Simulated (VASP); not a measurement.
Output of a VASP run:

### OSZICAR
```
       N       E                     dE             d eps       ncg     rms          rms(c)
DAV:   1     0.424269330469E+02    0.42427E+02   -0.43809E+03  2376   0.989E+02
DAV:   2    -0.877117308508E+01   -0.51198E+02   -0.49551E+02  2336   0.204E+02
DAV:   3    -0.939990071779E+01   -0.62873E+00   -0.62766E+00  3416   0.307E+01
DAV:   4    -0.940316528474E+01   -0.32646E-02   -0.32627E-02  3000   0.161E+00
DAV:   5    -0.940318692828E+01   -0.21644E-04   -0.21641E-04  3480   0.802E-02    0.142E+01
DAV:   6    -0.892944888813E+01    0.47374E+00   -0.10311E+00  2728   0.142E+01    0.581E+00
DAV:   7    -0.884695662436E+01    0.82492E-01   -0.30182E-01  2984   0.713E+00    0.158E+00
DAV:   8    -0.884144550858E+01    0.55111E-02   -0.21417E-03  2552   0.727E-01    0.474E-01
DAV:   9    -0.884078284700E+01    0.66266E-03   -0.64096E-04  3064   0.417E-01    0.128E-02
DAV:  10    -0.884078964530E+01   -0.67983E-05   -0.39415E-06  3128   0.201E-02    0.381E-03
DAV:  11    -0.884078979732E+01   -0.15202E-06   -0.11290E-07  1848   0.413E-03
   1 F= -.88407898E+01 E0= -.88406887E+01  d E =-.884079E+01
       N       E                     dE             d eps       ncg     rms          rms(c)
DAV:   1    -0.884127126284E+01   -0.48162E-03   -0.22420E-02  2464   0.247E+00    0.211E-01
DAV:   2    -0.884074203453E+01    0.52923E-03   -0.13900E-03  2568   0.512E-01    0.758E-02
DAV:   3    -0.884068283965E+01    0.59195E-04   -0.26503E-04  2800   0.204E-01    0.272E-02
DAV:   4    -0.884068168821E+01    0.11514E-05   -0.58170E-06  2960   0.260E-02    0.133E-03
DAV:   5    -0.884068171048E+01   -0.22274E-07   -0.96301E-08  1320   0.317E-03
   2 F= -.88406817E+01 E0= -.88405812E+01  d E =0.108087E-03
       N       E                     dE             d eps       ncg     rms          rms(c)
DAV:   1    -0.884116286084E+01   -0.48117E-03   -0.14213E-02  2464   0.196E+00    0.171E-01
DAV:   2    -0.884083043506E+01    0.33243E-03   -0.87470E-04  2592   0.407E-01    0.592E-02
DAV:   3    -0.884079593876E+01    0.34496E-04   -0.16862E-04  2768   0.163E-01    0.209E-02
DAV:   4    -0.884079740422E+01   -0.14655E-05   -0.38833E-06  2968   0.210E-02    0.108E-03
DAV:   5    -0.884079740699E+01   -0.27670E-08   -0.50612E-08  1248   0.272E-03
   3 F= -.88407974E+01 E0= -.88406964E+01  d E =-.760967E-05
```

**OUTCAR**
```
------------------------ aborting loop because EDIFF is reached ----------------------------------------
  FORCE on cell =-STRESS in cart. coord.  units (eV):
  Direction    XX          YY          ZZ          XY          YZ          ZX
  --------------------------------------------------------------------------------------
  Total        0.0014047      0.0014047      0.0014047     -0.0000000      0.0000000     -0.0000000
  in kB        0.1549429      0.1549429      0.1549429     -0.0000000      0.0000000     -0.0000000
  external PRESSURE =       0.1549429 kB  Pullay stress =       0.0000000 kB
  volume of cell :       14.53
      direct lattice vectors                 reciprocal lattice vectors
     0.000000000  1.936560591  1.936560591    -0.258189701  0.258189701  0.258189701
     1.936560591 -0.000000000  1.936560591     0.258189701 -0.258189701  0.258189701
     1.936560591  1.936560591  0.000000000     0.258189701  0.258189701 -0.258189701
 POSITION                                       TOTAL-FORCE (eV/Angst)
 -----------------------------------------------------------------------------------
      0.00000      0.00000      0.00000        -0.000000      0.000000      0.000000
 -----------------------------------------------------------------------------------
    total drift:                                0.000000      0.000000     -0.000000
  FREE ENERGIE OF THE ION-ELECTRON SYSTEM (eV)
  ---------------------------------------------------
  free  energy   TOTEN  =        -8.8407974070 eV

  energy  without entropy=       -8.8404945117  energy(sigma->0) =       -8.84069644

 reached required accuracy - stopping structural energy minimisation
```
(Selected blocks of OUTCAR.)

File POSCAR:
```
Ir
1
    0.0000000000     1.9361131712     1.9361131712
    1.9361131712     0.0000000000     1.9361131712
    1.9361131712     1.9361131712     0.0000000000
Ir
1
Direct
  0.0000000000   0.0000000000   0.0000000000
```

Task: Reconstruct the remaining input files.

Result: This is not unique; one that fits is the input of the run itself, PBE GGA, plane waves, VASP's PBE PAW potentials (set 64).

KPOINTS:
```
kpoints
0
gamma
16 16 16
0 0 0
```

INCAR:
```
SYSTEM=Ir
PREC=Accurate; ENCUT=500; LREAL=.FALSE.
LASPH=.TRUE.
EDIFF=1E-6; NELM=100; ALGO=Normal
LMAXMIX=6
ISMEAR=1; SIGMA=0.1
GGA=PE
IBRION=2; NSW=40; ISIF=3
EDIFFG=-0.02
LWAVE=.FALSE.; LCHARG=.FALSE.
```

POTCAR, in this order: Ir (PBE.64 set). Program: vasp_std.

The compound is Ir in the fcc structure. This run relaxes it. Symmetry was kept, so distortions that lower it aren't found.
